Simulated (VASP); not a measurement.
Output of a VASP run:

OSZICAR:
```
       N       E                     dE             d eps       ncg     rms          rms(c)
DAV:   1    -0.167642331559E+01   -0.16764E+01   -0.98318E+02   912   0.308E+02
DAV:   2    -0.341931364496E+01   -0.17429E+01   -0.16307E+01  1242   0.207E+01
DAV:   3    -0.343081878840E+01   -0.11505E-01   -0.11480E-01  1314   0.231E+00
DAV:   4    -0.343083982476E+01   -0.21036E-04   -0.21036E-04  1278   0.889E-02
DAV:   5    -0.343083990293E+01   -0.78166E-07   -0.78053E-07  1254   0.391E-03    0.978E-01
DAV:   6    -0.342038698248E+01    0.10453E-01   -0.83033E-04  1086   0.246E-01    0.624E-01
DAV:   7    -0.341036458714E+01    0.10022E-01   -0.35151E-03  1044   0.454E-01    0.338E-02
DAV:   8    -0.341037026736E+01   -0.56802E-05   -0.17666E-05  1422   0.352E-02    0.653E-03
DAV:   9    -0.341036922866E+01    0.10387E-05   -0.10817E-06  1038   0.609E-03    0.619E-04
DAV:  10    -0.341036903157E+01    0.19709E-06   -0.93829E-09   666   0.655E-04
   1 F= -.34103690E+01 E0= -.33962095E+01  d E =-.283190E-01
```

### OUTCAR
```
------------------------ aborting loop because EDIFF is reached ----------------------------------------
  FORCE on cell =-STRESS in cart. coord.  units (eV):
  Direction    XX          YY          ZZ          XY          YZ          ZX
  --------------------------------------------------------------------------------------
  Total       -0.9388116     -0.9388115     -1.0929305      0.0000000      0.0000000      0.0000000
  in kB      -30.1308057    -30.1308026    -35.0771968      0.0000000      0.0000000      0.0000000
  external PRESSURE =     -31.7796017 kB  Pullay stress =       0.0000000 kB
  volume of cell :       49.92
      direct lattice vectors                 reciprocal lattice vectors
     1.643520000 -2.846660000  0.000000000     0.304225078 -0.175644439  0.000000000
     1.643520000  2.846660000  0.000000000     0.304225078  0.175644439  0.000000000
     0.000000000  0.000000000  5.335040000     0.000000000  0.000000000  0.187440019
 POSITION                                       TOTAL-FORCE (eV/Angst)
 -----------------------------------------------------------------------------------
      1.64352      0.94889      1.33376         0.000000     -0.000000      0.000000
      1.64352     -0.94889      4.00128        -0.000000      0.000000      0.000000
 -----------------------------------------------------------------------------------
    total drift:                                0.000001     -0.000005      0.000001
  FREE ENERGIE OF THE ION-ELECTRON SYSTEM (eV)
  ---------------------------------------------------
  free  energy   TOTEN  =        -3.4103690316 eV

  energy  without entropy=       -3.3820500093  energy(sigma->0) =       -3.39620952
```
(Selected blocks of OUTCAR.)

File POSCAR:
```
Mg
1
    1.6435200000    -2.8466600000     0.0000000000
    1.6435200000     2.8466600000     0.0000000000
    0.0000000000     0.0000000000     5.3350400000
Mg
2
Direct
  0.3333330000   0.6666670000   0.2500000000
  0.6666670000   0.3333330000   0.7500000000
```

Task: Write an INCAR and KPOINTS that could have produced this output.

Result: Several could match; the one computed here: the input of the run itself, PBEsol GGA, plane waves, VASP's PBE PAW potentials (set 64).

INCAR:
```
ALGO=Normal
EDIFF=1E-6
ENCUT=300
GGA=PS
ISIF=2
ISMEAR=-1
LASPH=.TRUE.
LCHARG=.FALSE.
LREAL=.FALSE.
LWAVE=.FALSE.
NELM=100
PREC=Accurate
SIGMA=0.1
SYSTEM=Mg
```

### KPOINTS
```
Automatic
0
G
12 12 6
0 0 0
```

POTCAR, in this order: Mg (PBE.64 set). Program: vasp_std.

The structure is a typed Mg crystal (P6_3/mmc). The cell was not relaxed at this level. The run is one of a series of settings (GGA = PS against the base run), some of them coarse on purpose.
